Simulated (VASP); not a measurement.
A convergence study with VASP on CaO (rock salt): one setting is varied, all else stays as given below, so the limit is that of these other settings. Each run relaxes cell and ions from the cell shown. The basis is that of the starting cell, so low cut-offs carry a Pulay error.

```
CaO
1.0
    0.00000     2.40500     2.40500
    2.40500     0.00000     2.40500
    2.40500     2.40500     0.00000
Ca O
1 1
Direct
  0.00000   0.00000   0.00000
  0.50000   0.50000   0.50000
```

Computed with LDA (Ceperley-Alder, Perdew-Zunger), VASP's LDA PAW potentials (set 64) (plane waves; VASP). The tightest run used: 800 eV cut-off, 8×8×8 Γ-centred mesh, Gaussian smearing of 0.050 eV, potentials Ca_sv O.

Gaps are read on the run's mesh, which can miss a band edge.

```json
[
 {"setting": "ENCUT = 250", "relaxed volume (Å³/atom)": "10.890", "E (eV/atom)": "-7.9642", "gap on the mesh (eV)": "3.279", "plane waves": "262"},
 {"setting": "ENCUT = 300", "relaxed volume (Å³/atom)": "11.839", "E (eV/atom)": "-7.4053", "gap on the mesh (eV)": "3.368", "plane waves": "342"},
 {"setting": "ENCUT = 350", "relaxed volume (Å³/atom)": "12.538", "E (eV/atom)": "-7.2012", "gap on the mesh (eV)": "3.397", "plane waves": "428"},
 {"setting": "ENCUT = 400", "relaxed volume (Å³/atom)": "12.936", "E (eV/atom)": "-7.1372", "gap on the mesh (eV)": "3.421", "plane waves": "531"}
]
```

### Question
These are the cheaper rows. Estimate the results at ENCUT = 800, and how far the last row shown lies from them.

### Answer

| quantity | tightest run | last row shown is off by |
|---|---|---|
| relaxed volume (Å³/atom) | 13.145 | -0.209 |
| E (eV/atom) | -7.1145 | -0.0227 |
| gap on the mesh (eV) | 3.428 | -0.007 |

Left out are rungs that failed or repeat a setting and relaxations that didn't move; long series are thinned to 24 rows.

The compound is CaO in the rock salt structure.
